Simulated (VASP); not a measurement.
Level of theory: PBE GGA, VASP's PBE PAW potentials (set 64) (plane waves; VASP 6.6.1).

Input for VASP

INCAR:
```
# general
SYSTEM  = CdS
PREC    = Accurate
ENCUT   = 350
LREAL   = .FALSE.
LASPH   = .TRUE.
ICHARG  = 11   # fixed density

# electronic loop
EDIFF   = 1E-6   # SCF stop (eV)
NELM    = 100   # most electronic steps
ALGO    = Normal   # blocked Davidson
LMAXMIX = 4

# smearing
ISMEAR  = 0
SIGMA   = 0.05

# functional
GGA     = PE   # PBE

# output
LWAVE   = .FALSE.
LCHARG  = .FALSE.
```

POSCAR:
```
CdS
1
    0.0000000000     2.9614133213     2.9614133213
    2.9614133213     0.0000000000     2.9614133213
    2.9614133213     2.9614133213     0.0000000000
Cd S
1 1
Direct
  1.0000000000   1.0000000000   1.0000000000
  0.2500000000   0.2500000000   0.2500000000
```

**KPOINTS**
```
k-points along high-symmetry lines
15
Line-mode
Reciprocal
  0.000000   0.000000   0.000000 ! GAMMA
 -0.500000  -0.500000   0.000000 ! X

 -0.500000  -0.500000   0.000000 ! X
 -0.375000  -0.375000   0.250000 ! U

 -0.375000   0.000000   0.375000 ! K
  0.000000   0.000000   0.000000 ! GAMMA

  0.000000   0.000000   0.000000 ! GAMMA
  0.000000   0.000000   0.500000 ! L

  0.000000   0.000000   0.500000 ! L
 -0.500000  -0.250000   0.250000 ! W

 -0.500000  -0.250000   0.250000 ! W
 -0.500000  -0.500000   0.000000 ! X
```

POTCAR, in this order: Cd S (PBE.64 set). Program: vasp_std. Read from the step before: CHGCAR.

The resulting files:

### OUTCAR
```
 ion  position               nearest neighbor table
   1  0.000  0.000  0.000-   2 2.56   2 2.56   2 2.56   2 2.56
   2  0.250  0.250  0.250-   1 2.56   1 2.56   1 2.56   1 2.56
  LATTYP: Found a face centered cubic cell.
 ALAT       =     5.9228266426
 Subroutine PRICEL returns:
 Original cell was already a primitive cell.
 Subroutine GETGRP returns: Found 24 space group operations
The static configuration has the point symmetry T_d .
The dynamic configuration has the point symmetry T_d .
 Subroutine INISYM returns: Found 24 space group operations
   k-points           NKPTS =     90   k-points in BZ     NKDIM =     90   number of bands    NBANDS=     13
   number of dos      NEDOS =    301   number of ions     NIONS =      2
   total plane-waves  NPLWV =  21952
   dimension x,y,z NGX =    28 NGY =   28 NGZ =   28
   dimension x,y,z NGXF=    56 NGYF=   56 NGZF=   56
   ions per type =               1   1
   PREC   = accura    normal or accurate (medium, high low for compatibility)
   ISTART =      0    job   : 0-new  1-cont  2-samecut
   ICHARG =     11    charge: 1-file 2-atom 10-const
   ISPIN  =      1    spin polarized calculation?
   LNONCOLLINEAR =      F non collinear calculations
   LSORBIT =      F    spin-orbit coupling
   INIWAV =      1    electr: 0-lowe 1-rand  2-diag
   ENCUT  =  350.0 eV  25.72 Ry    5.07 a.u.   6.39  6.39  6.39*2*pi/ulx,y,z
   NELM   =    100;   NELMIN=  2; NELMDL= -5     # of ELM steps
   EDIFF  = 0.1E-05   stopping-criterion for ELM
   LREAL  =      F    real-space projection
   NLSPLINE    = F    spline interpolate recip. space projectors
   LMAXMIX     =    4 max onsite mixed and CHGCAR
   VOSKOWN=      0    Vosko Wilk Nusair interpolation
   EDIFFG = 0.1E-04   stopping-criterion for IOM
   NSW    =      0    number of steps for IOM
   NBLOCK =      1;   KBLOCK =      1    inner block; outer block
   IBRION =     -1    ionic relax: 0-MD 1-quasi-New 2-CG
   NFREE  =      0    steps in history (QN), initial steepest desc. (CG)
   ISIF   =      2    stress and relaxation
   ISYM   =      2    0-nonsym 1-usesym 2-fastsym
   TEIN   =    0.0    initial temperature
   TEBEG  =    0.0;   TEEND  =   0.0 temperature during run
   SMASS  =  -3.00    Nose mass-parameter (am)
   PSTRESS=    0.0 pullay stress
   NELECT =      18.0000    total number of electrons
   EFERMI =   0.00;   METHOD = LEGACY
   ISMEAR =     0;   SIGMA  =   0.05  broadening in eV -4-tet -1-fermi 0-gaus
   IALGO  =     38    algorithm
   LDIAG  =      T    sub-space diagonalisation (order eigenvalues)
   IMIX   =      4    mixing-type and parameters
     AMIX     =   0.40;   BMIX     =  1.00
     AMIX_MAG =   1.60;   BMIX_MAG =  1.00
     AMIN     =   0.10
   GGA     = PE    functional components
   VOSKOWN =     0    Vosko Wilk Nusair interpolation
   LHFCALC =     F    Hartree Fock is set to
   LHFONE  =     F    Hartree Fock one center treatment
   AEXX    =    0.0000 exact exchange contribution
   IVDW    =     0    specifies the selected vdW correction
   LEPSILON=     F    determine dielectric tensor
   LRPA    =     F    only Hartree local field effects (RPA)
  energy-cutoff  :      350.00
  volume of cell :       51.94
      direct lattice vectors                 reciprocal lattice vectors
     0.000000000  2.961413321  2.961413321    -0.168838303  0.168838303  0.168838303
     2.961413321  0.000000000  2.961413321     0.168838303 -0.168838303  0.168838303
     2.961413321  2.961413321  0.000000000     0.168838303  0.168838303 -0.168838303
 k-point     1 :   0.0000 0.0000 0.0000  plane waves:     749
 k-point     2 :  -0.0357-0.0357 0.0000  plane waves:     749
 k-point     3 :  -0.0714-0.0714 0.0000  plane waves:     765
 k-point     4 :  -0.1071-0.1071 0.0000  plane waves:     769
 k-point     5 :  -0.1429-0.1429 0.0000  plane waves:     777
 k-point     6 :  -0.1786-0.1786 0.0000  plane waves:     785
 k-point     7 :  -0.2143-0.2143 0.0000  plane waves:     785
 k-point     8 :  -0.2500-0.2500 0.0000  plane waves:     769
 k-point     9 :  -0.2857-0.2857 0.0000  plane waves:     785
 k-point    10 :  -0.3214-0.3214 0.0000  plane waves:     769
...
```

### OSZICAR
```
       N       E                     dE             d eps       ncg     rms          rms(c)
DAV:   1     0.832445749767E+02    0.83245E+02   -0.75201E+03  2457   0.912E+02
DAV:   2    -0.217913716637E+01   -0.85424E+02   -0.82103E+02  2860   0.258E+02
DAV:   3    -0.538580243364E+01   -0.32067E+01   -0.31997E+01  2710   0.514E+01
DAV:   4    -0.540679054045E+01   -0.20988E-01   -0.20986E-01  2715   0.404E+00
DAV:   5    -0.540708250486E+01   -0.29196E-03   -0.29196E-03  2765   0.450E-01
DAV:   6    -0.540708835690E+01   -0.58520E-05   -0.58520E-05  2770   0.601E-02
DAV:   7    -0.540708849619E+01   -0.13929E-06   -0.13928E-06  2587   0.861E-03
   1 F= -.54070885E+01 E0= -.54070885E+01  d E =-.375583E-16
```

OUTCAR:
```
 val. band max:        0.9361105292   @ k =   0.0000   0.0000   0.0000

 cond. band min:       1.9786928251   @ k =   0.0000   0.0000   0.0000



 k-point     1 :       0.0000    0.0000    0.0000
  band No.  band energies     occupation
      1     -11.1661      2.00000
      2      -6.6284      2.00000
      3      -6.6284      2.00000
      4      -6.6284      2.00000
      5      -6.2074      2.00000
      6      -6.2074      2.00000
      7       0.9361      2.00000
      8       0.9361      2.00000
      9       0.9361      2.00000
     10       1.9787      0.00000
     11       7.4847      0.00000
     12       7.4847      0.00000
     13       7.4847      0.00000

 k-point     2 :      -0.0357   -0.0357    0.0000
  band No.  band energies     occupation
      1     -11.1597      2.00000
      2      -6.6251      2.00000
      3      -6.6251      2.00000
      4      -6.6250      2.00000
      5      -6.2087      2.00000
      6      -6.2064      2.00000
      7       0.7842      2.00000
      8       0.9096      2.00000
      9       0.9096      2.00000
     10       2.1413      0.00000
     11       7.4161      0.00000
     12       7.5213      0.00000
     13       7.5213      0.00000

 k-point     3 :      -0.0714   -0.0714    0.0000
  band No.  band energies     occupation
      1     -11.1408      2.00000
      2      -6.6157      2.00000
      3      -6.6157      2.00000
      4      -6.6148      2.00000
      5      -6.2126      2.00000
      6      -6.2038      2.00000
      7       0.4672      2.00000
      8       0.8325      2.00000
      9       0.8325      2.00000
     10       2.4892      0.00000
     11       7.2285      0.00000
     12       7.6288      0.00000
     13       7.6288      0.00000

 k-point     4 :      -0.1071   -0.1071    0.0000
  band No.  band energies     occupation
      1     -11.1104      2.00000
      2      -6.5999      2.00000
      3      -6.5999      2.00000
      4      -6.5970      2.00000
...
```

The density is held fixed in this step, so its total energy and stress have no physical meaning.

The compound is CdS in the zinc blende structure, a metastable form; wurtzite is the usual one. It was relaxed first, which changed the volume by +5 %.
